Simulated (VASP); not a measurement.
# Cu2B (Fd-3m) in VASP: further runs, part 2 of 2

VASP 6.6.1.

**3. Relaxation of cell and atoms, LDA, target pressure 5 GPa, at which the enthalpy is minimised**

The input, INCAR:

```
SYSTEM = Cu2B
PREC = Accurate
ENCUT = 600
EDIFF = 1E-6
ISMEAR = -1
SIGMA = 0.05
LREAL = .FALSE.
LASPH = .TRUE.
NELM = 100
ALGO = Normal
ISIF = 3
LWAVE = .FALSE.
LCHARG = .FALSE.
GGA = CA
IBRION = 2
NSW = 60
EDIFFG = -0.01
PSTRESS = 50
```

The input, KPOINTS:

```
Automatic mesh
0
G
  5 5 5
  0 0 0
```

The input, POSCAR:

```
Cu2B
1.0
    0.0000000000      3.2834700000      3.2834700000
    3.2834700000      0.0000000000      3.2834700000
    3.2834700000      3.2834700000      0.0000000000
Cu B
4 2
Direct
    0.1250000000      0.1250000000      0.1250000000
    0.6250000000      0.1250000000      0.1250000000
    0.1250000000      0.1250000000      0.6250000000
    0.1250000000      0.6250000000      0.1250000000
    0.5000000000      0.5000000000      0.5000000000
    0.7500000000      0.7500000000      0.7500000000
```

Potentials or basis: VASP PAW LDA potentials, release 64 (Cu, B).

Started as:

```bash
$ cat potpaw_LDA.64/Cu/POTCAR potpaw_LDA.64/B/POTCAR > POTCAR
$ mpirun -np 1 vasp_std > vasp.out
```

It took 56 s on 1 thread of Intel Xeon 6975P-C (Granite Rapids), shared host; peak memory 0.21 GiB.

It converged, with:

```
Free energy                                            : -26.4950 eV
Relaxed volume                                         : 10.55 Å³/atom
Relaxed cell                                           : a = 4.473 Å, b = 4.473 Å, c = 4.473 Å, α = 60.00°, β = 60.00°, γ = 60.00°
Space group after relaxing (to 0.05 Å)                 : Fd-3m (No. 227)
Energy change on relaxing (the enthalpy is what falls) : -30.7 meV/atom
Ionic steps                                            : 3
Pressure after relaxing                                : 5.0 GPa
Band gap on the k mesh                                 : none (metal or under the smearing width)
```

Step by step:
| step | energy change (eV) | largest force (eV/Å) | pressure (GPa) | volume (Å³) |
| --- | --- | --- | --- | --- |
| 1 | 0.0000 | 0.0000 | -10.87 | 70.80 |
| 2 | 0.0837 | 0.0000 | 18.34 | 59.49 |
| 3 | -0.1841 | 0.0000 | 5.01 | 63.29 |

Final structure:
```xyz
6
Lattice="0.0000 3.1631 3.1631 3.1631 0.0000 3.1631 3.1631 3.1631 0.0000" Properties=species:S:1:pos:R:3 pbc="T T T"
Cu    0.7908    0.7908    0.7908
Cu    0.7908    2.3723    2.3723
Cu    2.3723    2.3723    0.7908
Cu    2.3723    0.7908    2.3723
B     3.1631    3.1631    3.1631
B     4.7446    4.7446    4.7446
```

Levels at points of the mesh, in eV from the Fermi level:
| k point | band 21 | band 22 | band 23 | band 24 | band 25 | band 26 | band 27 | band 28 | band 29 | band 30 |
| --- | --- | --- | --- | --- | --- | --- | --- | --- | --- | --- |
| (0.00, 0.00, 0.00) | -1.22 | -1.22 | -1.10 | -1.10 | -1.10 | 1.24 | 1.24 | 1.24 | 1.43 | 1.69 |

Caveat: the cell is relaxed towards a set pressure, so the enthalpy falls and the energy may rise.

**4. Relaxation of cell and atoms, LDA, target pressure 10 GPa, at which the enthalpy is minimised**

INCAR, as its differences from that of step 3:

```diff
@@ -17,2 +17,2 @@
 EDIFFG = -0.01
-PSTRESS = 50
+PSTRESS = 100
```

KPOINTS is that of step 3.

POSCAR is that of step 3.

Started as:

```bash
$ cat potpaw_LDA.64/Cu/POTCAR potpaw_LDA.64/B/POTCAR > POTCAR
$ mpirun -np 1 vasp_std > vasp.out
```

It took 2.1 min on 1 thread of Intel Xeon 6975P-C (Granite Rapids), shared host; peak memory 0.22 GiB.

Results (log left out):

| Property | Result |
| --- | --- |
| Free energy | -26.4212 eV |
| Relaxed volume | 10.28 Å³/atom |
| Relaxed cell | a = 4.435 Å, b = 4.435 Å, c = 4.435 Å, α = 60.00°, β = 60.00°, γ = 60.00° |
| Space group after relaxing (to 0.05 Å) | Fd-3m (No. 227) |
| Energy change on relaxing (the enthalpy is what falls) | -18.4 meV/atom |
| Ionic steps | 6 |
| Pressure after relaxing | 10.0 GPa |
| Band gap on the k mesh | none (metal or under the smearing width) |

Step by step:
| step | energy change (eV) | largest force (eV/Å) | pressure (GPa) | volume (Å³) |
| --- | --- | --- | --- | --- |
| 1 | 0.0000 | 0.0000 | -10.87 | 70.80 |
| 2 | 0.6175 | 0.0000 | 34.29 | 56.19 |
| 3 | -0.1152 | 0.0000 | 9.78 | 61.78 |
| 4 | -0.1044 | 0.0000 | 10.38 | 61.61 |
| 5 | -0.1168 | 0.0000 | 9.58 | 61.81 |
| 6 | -0.1103 | 0.0000 | 10.03 | 61.70 |

Final structure:
```
CELL_PARAMETERS angstrom
0.00000 3.13635 3.13635
3.13635 0.00000 3.13635
3.13635 3.13635 0.00000
ATOMIC_POSITIONS crystal
Cu 0.12500 0.12500 0.12500
Cu 0.62500 0.12500 0.12500
Cu 0.12500 0.12500 0.62500
Cu 0.12500 0.62500 0.12500
B 0.50000 0.50000 0.50000
B 0.75000 0.75000 0.75000
```

Levels at points of the mesh, in eV from the Fermi level:
| k point | band 21 | band 22 | band 23 | band 24 | band 25 | band 26 | band 27 | band 28 | band 29 | band 30 |
| --- | --- | --- | --- | --- | --- | --- | --- | --- | --- | --- |
| (0.00, 0.00, 0.00) | -1.24 | -1.24 | -1.19 | -1.19 | -1.19 | 1.24 | 1.24 | 1.24 | 1.48 | 1.82 |

Caveat: the cell is relaxed towards a set pressure, so the enthalpy falls and the energy may rise.

**5. Relaxation of cell and atoms, LDA, target pressure 20 GPa, at which the enthalpy is minimised**

INCAR, as its differences from that of step 4:

```diff
@@ -17,2 +17,2 @@
 EDIFFG = -0.01
-PSTRESS = 100
+PSTRESS = 200
```

KPOINTS is that of step 4.

POSCAR is that of step 4.

Started as:

```bash
$ cat potpaw_LDA.64/Cu/POTCAR potpaw_LDA.64/B/POTCAR > POTCAR
$ mpirun -np 1 vasp_std > vasp.out
```

It took 1.7 min on 1 thread of Intel Xeon 6975P-C (Granite Rapids), shared host; peak memory 0.22 GiB.

It converged, with:

* Free energy: -26.1875 eV
* Relaxed volume: 9.86 Å³/atom
* Relaxed cell: a = 4.373 Å, b = 4.373 Å, c = 4.373 Å, α = 60.00°, β = 60.00°, γ = 60.00°
* Space group after relaxing (to 0.05 Å): Fd-3m (No. 227)
* Energy change on relaxing (the enthalpy is what falls): +20.6 meV/atom
* Ionic steps: 4
* Pressure after relaxing: 19.8 GPa
* Band gap on the k mesh: none (metal or under the smearing width)

The path:
```tsv
step	energy change (eV)	largest force (eV/Å)	pressure (GPa)	volume (Å³)
1	0.0000	0.0000	-10.87	70.80
2	2.7804	0.0000	81.35	49.97
3	0.0902	0.0000	18.53	59.43
4	0.1234	0.0000	19.85	59.15
```

Final structure:
```yaml
crystal:
  lattice:
    - [0.00000, 3.09253, 3.09253]
    - [3.09253, 0.00000, 3.09253]
    - [3.09253, 3.09253, 0.00000]
  atoms:
    - { symbol: Cu, position: [0.12500, 0.12500, 0.12500] }
    - { symbol: Cu, position: [0.62500, 0.12500, 0.12500] }
    - { symbol: Cu, position: [0.12500, 0.12500, 0.62500] }
    - { symbol: Cu, position: [0.12500, 0.62500, 0.12500] }
    - { symbol: B, position: [0.50000, 0.50000, 0.50000] }
    - { symbol: B, position: [0.75000, 0.75000, 0.75000] }
```

Levels at points of the mesh, in eV from the Fermi level:
```csv
k point,band 22,band 23,band 24,band 25,band 26,band 27,band 28,band 29
"(0.00, 0.00, 0.00)",-1.36,-1.28,-1.28,-1.28,1.22,1.22,1.22,1.54
```

Caveat: the cell is relaxed towards a set pressure, so the enthalpy falls and the energy may rise; the volume moved by over 15 % at a fixed basis, so the end points are rough.

**6. Overview**

```csv
cell,target pressure,gap on the mesh (eV),pressure (GPa)
relaxed to 2 GPa,2 GPa,none,2.0
relaxed to 5 GPa,5 GPa,none,5.0
relaxed to 10 GPa,10 GPa,none,10.0
relaxed to 20 GPa,20 GPa,none,19.8
```

Alike in all rows: task relaxation of cell and atoms; level LDA; potentials or basis VASP PAW LDA potentials, release 64 (Cu, B); no spin polarisation; k mesh 5 × 5 × 5; cutoff (eV) 600; smearing fermi-dirac 0.05 eV.

Caveats: the cell is relaxed towards a set pressure, so the enthalpy falls and the energy may rise; the volume moved by over 15 % at a fixed basis, so the end points are rough (some runs).

Total energies depend on the potentials used, so only differences within one code and one set of settings carry meaning.
